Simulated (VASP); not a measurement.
These are r2SCAN meta-GGA, VASP's PBE PAW potentials (set 64) (plane waves; VASP) values and carry that method's errors.

VASP ran on this input.

**KPOINTS**
```
Regular mesh
0
Gamma
  9 9 1
```

INCAR:
```
SYSTEM = SiO2
PREC = Accurate
ENCUT = 520
EDIFF = 1E-6
NELM = 100
ALGO = Normal
LREAL = .FALSE.
LASPH = .TRUE.
ISMEAR = 0
SIGMA = 0.05
METAGGA = R2SCAN
LMIXTAU = .TRUE.
LWAVE = .FALSE.
LCHARG = .FALSE.
IBRION = 2
ISIF = 4
NSW = 60
EDIFFG = -0.02
```

**POSCAR**
```
SiO2
1
    2.6061107762    -0.0000002705     0.0000000000
   -1.3030561757     2.2569576995    -0.0000000000
    0.0000000000    -0.0000000000    14.8980127800
Si O
1 2
Direct
  0.6666670000   0.3333330000   0.5000000000
  0.3333330000   0.6666670000   0.4272440429
  0.3333330000   0.6666670000   0.5727559571
```

POTCAR, in this order: Si O (PBE.64 set). Program: vasp_std.

The cell holds a wide vacuum, so values per volume refer to the whole cell.

Predict the energy per atom (σ→0), band gap (on the k-mesh).

```yaml
energy per atom (σ→0): -8.745 eV/atom
band gap (on the k-mesh): 4.16 eV
```

### OSZICAR
```
...
DAV:  12    -0.262341869882E+02   -0.27080E-04   -0.47283E-06   376   0.257E-02    0.539E-04
DAV:  13    -0.262342022499E+02   -0.15262E-04   -0.34492E-06   320   0.277E-02    0.393E-04
DAV:  14    -0.262342116973E+02   -0.94473E-05   -0.10948E-06   268   0.169E-02    0.253E-04
DAV:  15    -0.262342102140E+02    0.14833E-05   -0.47003E-07   228   0.108E-02    0.134E-04
DAV:  16    -0.262342125924E+02   -0.23784E-05   -0.27442E-07   196   0.766E-03    0.426E-05
DAV:  17    -0.262342106662E+02    0.19262E-05   -0.12931E-07   212   0.542E-03    0.413E-05
DAV:  18    -0.262342108035E+02   -0.13727E-06   -0.27663E-08   192   0.227E-03
   6 F= -.26234211E+02 E0= -.26234211E+02  d E =-.916054E-03
```

The cell is a sheet with vacuum, built from a generated structure.
